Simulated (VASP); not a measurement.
Computed with AM05 GGA, VASP's PBE PAW potentials (set 64) (plane waves; VASP).

Input for VASP

INCAR:
```
# general
SYSTEM =CdSe
PREC   =Accurate
ENCUT  =520
LREAL  =F
LASPH  =T

# electronic loop
EDIFF  =1E-7
NELM   =100
ALGO   =Normal
LMAXMIX=4

# smearing
ISMEAR =-5

# functional
GGA    =AM

# ions
ISIF   =2

# output
LWAVE  =F
LCHARG =T
LORBIT =11
NEDOS  =601

# other
LEFG   =T
```

### KPOINTS
```
Automatic mesh
0
Gamma
7 7 4
0 0 0
```

**POSCAR**
```
CdSe
1
    2.1644310545    -3.7489043149    -0.0000000000
    2.1644310545     3.7489043149     0.0000000000
    0.0000000000     0.0000000000     7.0546113958
Cd Se
2 2
Direct
  0.6666670000   0.3333330000   0.5000046367
  0.3333330000   0.6666670000   0.0000046367
  0.6666670000   0.3333330000   0.8759953633
  0.3333330000   0.6666670000   0.3759953633
```

POTCAR, in this order: Cd Se (PBE.64 set). Program: vasp_std.

Task: What does the run give for the energy per atom (σ→0)?

Result: 
- energy per atom (σ→0) = -2.848 eV/atom

File OSZICAR:
```
...
DAV:  10    -0.113931096147E+02   -0.19611E-03   -0.11563E-03  1170   0.400E-01    0.782E-02
DAV:  11    -0.113932604479E+02   -0.15083E-03   -0.33186E-04  1146   0.121E-01    0.219E-02
DAV:  12    -0.113932446385E+02    0.15809E-04   -0.10391E-04  1340   0.111E-01    0.947E-03
DAV:  13    -0.113932504594E+02   -0.58209E-05   -0.21686E-05  1122   0.320E-02    0.743E-03
DAV:  14    -0.113932502950E+02    0.16436E-06   -0.11484E-06  1296   0.570E-03    0.352E-03
DAV:  15    -0.113932505788E+02   -0.28375E-06   -0.16244E-07   912   0.352E-03    0.598E-04
DAV:  16    -0.113932506396E+02   -0.60856E-07   -0.85407E-08   874   0.160E-03
   1 F= -.11393251E+02 E0= -.11393251E+02  d E =0.000000E+00
```

The compound is CdSe in the wurtzite structure. It was relaxed first.
